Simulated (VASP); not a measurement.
Method: r2SCAN+rVV10, VASP's PBE PAW potentials (set 64) (plane waves; VASP 6.6.1).

VASP input:

File KPOINTS:
```
kpoints
0
gamma
 12 12 7
```

INCAR:
```
SYSTEM = Lu
PREC = Accurate
ENCUT = 520
EDIFF = 1E-7
NELM = 100
ALGO = Normal
LREAL = .FALSE.
LASPH = .TRUE.
ISMEAR = 1
SIGMA = 0.1
METAGGA = R2SCAN
LUSE_VDW = .TRUE.
BPARAM = 11.95
CPARAM = 0.0093
LMIXTAU = .TRUE.
LMAXMIX = 6
LWAVE = .FALSE.
LCHARG = .FALSE.
ISIF = 4
IBRION = 2
NSW = 30
EDIFFG = -0.01
```

POSCAR:
```
Lu
1
    1.7493310471    -3.0299303395     0.0000000000
    1.7493310471     3.0299303395     0.0000000000
    0.0000000000     0.0000000000     5.4503372665
Lu
2
Direct
  0.3333330000   0.6666670000   0.2500000000
  0.6666670000   0.3333330000   0.7500000000
```

POTCAR, in this order: Lu_3 (PBE.64 set). Program: vasp_std.

What VASP printed:

**OSZICAR**
```
       N       E                     dE             d eps       ncg     rms          rms(c)
DAV:   1    -0.188063168977E+02   -0.18806E+02   -0.89330E+03  3272   0.154E+03
DAV:   2    -0.747921975634E+02   -0.55986E+02   -0.54774E+02  3403   0.746E+02
DAV:   3    -0.772548716591E+02   -0.24627E+01   -0.23611E+01  3600   0.692E+01
DAV:   4    -0.773540678156E+02   -0.99196E-01   -0.86298E-01  3586   0.978E+00
DAV:   5    -0.773584504199E+02   -0.43826E-02   -0.43373E-02  3451   0.213E+00    0.315E+01
DAV:   6    -0.759004849451E+02    0.14580E+01   -0.50924E-01  3149   0.177E+01    0.166E+01
DAV:   7    -0.745121273267E+02    0.13884E+01   -0.47237E-01  3584   0.128E+01    0.531E-01
DAV:   8    -0.758192476020E+02   -0.13071E+01   -0.44753E-01  3714   0.839E+00    0.271E+00
DAV:   9    -0.756913377259E+02    0.12791E+00   -0.70020E-02  3223   0.377E+00    0.773E-01
DAV:  10    -0.756824510156E+02    0.88867E-02   -0.16389E-03  3290   0.753E-01    0.803E-01
DAV:  11    -0.756898214266E+02   -0.73704E-02   -0.88758E-03  3149   0.125E+00    0.254E-01
DAV:  12    -0.756803028756E+02    0.95186E-02   -0.17983E-02  2902   0.152E+00    0.941E-02
DAV:  13    -0.756809090346E+02   -0.60616E-03   -0.68436E-04  3292   0.453E-01    0.810E-02
DAV:  14    -0.756809255039E+02   -0.16469E-04   -0.14193E-05  3531   0.578E-02    0.850E-02
DAV:  15    -0.756808239685E+02    0.10154E-03   -0.20103E-04  3287   0.223E-01    0.509E-02
DAV:  16    -0.756808265539E+02   -0.25854E-05   -0.89636E-06  3294   0.498E-02    0.491E-02
DAV:  17    -0.756808058580E+02    0.20696E-04   -0.41885E-06  3189   0.231E-02    0.132E-02
DAV:  18    -0.756808109350E+02   -0.50770E-05   -0.11044E-05  3146   0.373E-02    0.827E-03
DAV:  19    -0.756808058573E+02    0.50777E-05   -0.40645E-06  3164   0.275E-02    0.100E-02
DAV:  20    -0.756808089152E+02   -0.30579E-05   -0.92043E-07  3143   0.115E-02    0.262E-03
DAV:  21    -0.756808098502E+02   -0.93503E-06   -0.57703E-08  1529   0.748E-03    0.178E-03
DAV:  22    -0.756808107053E+02   -0.85507E-06   -0.26484E-08  1503   0.549E-03    0.514E-04
DAV:  23    -0.756808107348E+02   -0.29467E-07   -0.29387E-08  1513   0.734E-03
   1 F= -.75680811E+02 E0= -.75681271E+02  d E =-.756808E+02
       N       E                     dE             d eps       ncg     rms          rms(c)
DAV:   1    -0.756809428484E+02   -0.13214E-03   -0.53619E-03  3031   0.103E+00    0.576E-02
DAV:   2    -0.756808783299E+02    0.64518E-04   -0.18403E-04  3319   0.194E-01    0.318E-02
DAV:   3    -0.756808635572E+02    0.14773E-04   -0.17356E-05  3571   0.754E-02    0.131E-02
DAV:   4    -0.756808596107E+02    0.39465E-05   -0.14299E-05  3779   0.391E-02    0.104E-02
DAV:   5    -0.756808595193E+02    0.91373E-07   -0.22558E-06  3304   0.161E-02    0.534E-03
DAV:   6    -0.756808594760E+02    0.43309E-07   -0.35785E-08  1388   0.517E-03
   2 F= -.75680859E+02 E0= -.75681296E+02  d E =-.487412E-04
```

**OUTCAR**
```
------------------------ aborting loop because EDIFF is reached ----------------------------------------
  FORCE on cell =-STRESS in cart. coord.  units (eV):
  Direction    XX          YY          ZZ          XY          YZ          ZX
  --------------------------------------------------------------------------------------
  Total        0.0382529      0.0382529      0.0225868      0.0000000      0.0000000      0.0000000
  in kB        1.0607597      1.0607597      0.6263352      0.0000000      0.0000000      0.0000000
  external PRESSURE =       0.9159515 kB  Pullay stress =       0.0000000 kB
  volume of cell :       57.78
      direct lattice vectors                 reciprocal lattice vectors
     1.750303562 -3.031614785 -0.000000000     0.285664733 -0.164928606  0.000000000
     1.750303562  3.031614785  0.000000000     0.285664733  0.164928606 -0.000000000
     0.000000000  0.000000000  5.444282248     0.000000000 -0.000000000  0.183678941
 POSITION                                       TOTAL-FORCE (eV/Angst)
 -----------------------------------------------------------------------------------
      1.75030      1.01054      1.36107         0.000000     -0.000000      0.000000
      1.75030     -1.01054      4.08321        -0.000000      0.000000      0.000000
 -----------------------------------------------------------------------------------
    total drift:                                0.000000      0.000069     -0.000011
  FREE ENERGIE OF THE ION-ELECTRON SYSTEM (eV)
  ---------------------------------------------------
  free  energy   TOTEN  =       -75.6808594760 eV

  energy  without entropy=      -75.6821693480  energy(sigma->0) =      -75.68129610

 reached required accuracy - stopping structural energy minimisation
```
(Selected blocks of OUTCAR.)

CONTCAR:
```
Lu
   1.00000000000000
     1.7503035617364300   -3.0316147845495087   -0.0000000000000000
     1.7503035617364300    3.0316147845495087    0.0000000000000000
     0.0000000000000000    0.0000000000000000    5.4442822475873376
  Lu
     2
Direct
     0.3333330000000032    0.6666669999999968    0.2500000000000000
     0.6666669999999968    0.3333330000000032    0.7500000000000000
```

The compound is Lu in the hcp structure. This run relaxes it. Symmetry was kept, so distortions that lower it aren't found.
